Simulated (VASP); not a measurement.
Calculation: PBE GGA, VASP's PBE PAW potentials (set 64) (plane waves; VASP).

Input for VASP

**KPOINTS**
```
Automatic mesh
0
Gamma
8 8 8
0 0 0
```

### INCAR
```
! general
SYSTEM =Si2Tc
PREC   =Accurate
ENCUT  =300
LREAL  =F
LASPH  =T

! electronic loop
EDIFF  =1E-6
NELM   =100
ALGO   =Normal
LMAXMIX=4

! smearing
ISMEAR =0
SIGMA  =0.1

! functional
GGA    =PE

! ions
ISIF   =2

! output
LWAVE  =F
LCHARG =F
```

File POSCAR:
```
Si2Tc
6.0296220
  0.0000000000   0.5000000000   0.5000000000
  0.5000000000   0.0000000000   0.5000000000
  0.5000000000   0.5000000000   0.0000000000
Tc Si
1 2
Cartesian
  0.0000000000   0.0000000000   0.0000000000
  0.2500000000   0.2500000000   0.2500000000
  0.7500000000   0.7500000000   0.7500000000
```

POTCAR, in this order: Tc_pv Si (PBE.64 set). Program: vasp_std.

Output of the run:

**OUTCAR**
```
 ion  position               nearest neighbor table
   1  0.000  0.000  0.000-   3 2.61   3 2.61   3 2.61   2 2.61   3 2.61   2 2.61   2 2.61   2 2.61
  LATTYP: Found a face centered cubic cell.
 ALAT       =     6.0296220000
 Subroutine PRICEL returns:
 Original cell was already a primitive cell.
 Subroutine GETGRP returns: Found 48 space group operations
The static configuration has the point symmetry O_h .
The dynamic configuration has the point symmetry O_h .
 Subroutine INISYM returns: Found 48 space group operations
 Subroutine IBZKPT returns following result:
 Found     29 irreducible k-points:

 Following reciprocal coordinates:
            Coordinates               Weight
  0.000000  0.000000  0.000000      1.000000
  0.125000  0.000000  0.000000      8.000000
  0.250000  0.000000  0.000000      8.000000
  0.375000  0.000000  0.000000      8.000000
  0.500000  0.000000  0.000000      4.000000
  0.125000  0.125000  0.000000      6.000000
  0.250000  0.125000  0.000000     24.000000
  0.375000  0.125000  0.000000     24.000000
  0.500000  0.125000  0.000000     24.000000
 -0.375000  0.125000  0.000000     24.000000
 -0.250000  0.125000  0.000000     24.000000
 -0.125000  0.125000  0.000000     12.000000
  0.250000  0.250000  0.000000      6.000000
  0.375000  0.250000  0.000000     24.000000
  0.500000  0.250000  0.000000     24.000000
 -0.375000  0.250000  0.000000     24.000000
 -0.250000  0.250000  0.000000     12.000000
  0.375000  0.375000  0.000000      6.000000
  0.500000  0.375000  0.000000     24.000000
 -0.375000  0.375000  0.000000     12.000000
  0.500000  0.500000  0.000000      3.000000
  0.375000  0.250000  0.125000     24.000000
  0.500000  0.250000  0.125000     48.000000
 -0.375000  0.250000  0.125000     24.000000
  0.500000  0.375000  0.125000     24.000000
...
```

### OSZICAR
```
       N       E                     dE             d eps       ncg     rms          rms(c)
DAV:   1     0.676854119923E+02    0.67685E+02   -0.85269E+03  1076   0.809E+02
DAV:   2    -0.193173385703E+02   -0.87003E+02   -0.85719E+02   986   0.220E+02
DAV:   3    -0.210833303721E+02   -0.17660E+01   -0.17444E+01  1064   0.335E+01
DAV:   4    -0.210982007847E+02   -0.14870E-01   -0.14853E-01   994   0.333E+00
DAV:   5    -0.210984470961E+02   -0.24631E-03   -0.24630E-03  1040   0.363E-01    0.144E+01
DAV:   6    -0.210071027485E+02    0.91344E-01   -0.59812E+00   956   0.174E+01    0.461E+00
DAV:   7    -0.207040016260E+02    0.30310E+00   -0.23554E+00   932   0.105E+01    0.511E+00
DAV:   8    -0.206604260815E+02    0.43576E-01   -0.15635E-01   878   0.388E+00    0.395E-01
DAV:   9    -0.206605639235E+02   -0.13784E-03   -0.79672E-03  1010   0.535E-01    0.249E-01
DAV:  10    -0.206609419996E+02   -0.37808E-03   -0.22095E-03   882   0.360E-01    0.568E-02
DAV:  11    -0.206609014490E+02    0.40551E-04   -0.33770E-04   956   0.132E-01    0.125E-02
DAV:  12    -0.206609142166E+02   -0.12768E-04   -0.29948E-05   872   0.361E-02    0.595E-03
DAV:  13    -0.206609141768E+02    0.39856E-07   -0.85917E-07   828   0.629E-03
   1 F= -.20660914E+02 E0= -.20650383E+02  d E =-.210632E-01
```

**OUTCAR**
```
------------------------ aborting loop because EDIFF is reached ----------------------------------------
  FORCE on cell =-STRESS in cart. coord.  units (eV):
  Direction    XX          YY          ZZ          XY          YZ          ZX
  --------------------------------------------------------------------------------------
  Total       -5.8248750     -5.8248750     -5.8248750     -0.0000000     -0.0000000      0.0000000
  in kB     -170.2891273   -170.2891273   -170.2891273     -0.0000000     -0.0000000      0.0000000
  external PRESSURE =    -170.2891273 kB  Pullay stress =       0.0000000 kB
  volume of cell :       54.80
      direct lattice vectors                 reciprocal lattice vectors
     0.000000000  3.014811000  3.014811000    -0.165847876  0.165847876  0.165847876
     3.014811000  0.000000000  3.014811000     0.165847876 -0.165847876  0.165847876
     3.014811000  3.014811000  0.000000000     0.165847876  0.165847876 -0.165847876
 POSITION                                       TOTAL-FORCE (eV/Angst)
 -----------------------------------------------------------------------------------
      0.00000      0.00000      0.00000        -0.000000      0.000000      0.000000
      1.50741      1.50741      1.50741        -0.000000     -0.000000     -0.000000
      4.52222      4.52222      4.52222         0.000000      0.000000      0.000000
 -----------------------------------------------------------------------------------
    total drift:                               -0.000000      0.000000      0.000000
  FREE ENERGIE OF THE ION-ELECTRON SYSTEM (eV)
  ---------------------------------------------------
  free  energy   TOTEN  =       -20.6609141768 eV

  energy  without entropy=      -20.6398509811  energy(sigma->0) =      -20.65038258
```
(Selected blocks of OUTCAR.)

At this cut-off the stress carries a Pulay error, which pulls relaxed volumes low.

The structure was generated: Si2Tc was put into an ordered model structure, which need not be its known phase. The cell was not relaxed at this level, and its volume differs by -5.9 % from the start's. The electron count is odd and the run is not spin-polarised, which forces a metal.
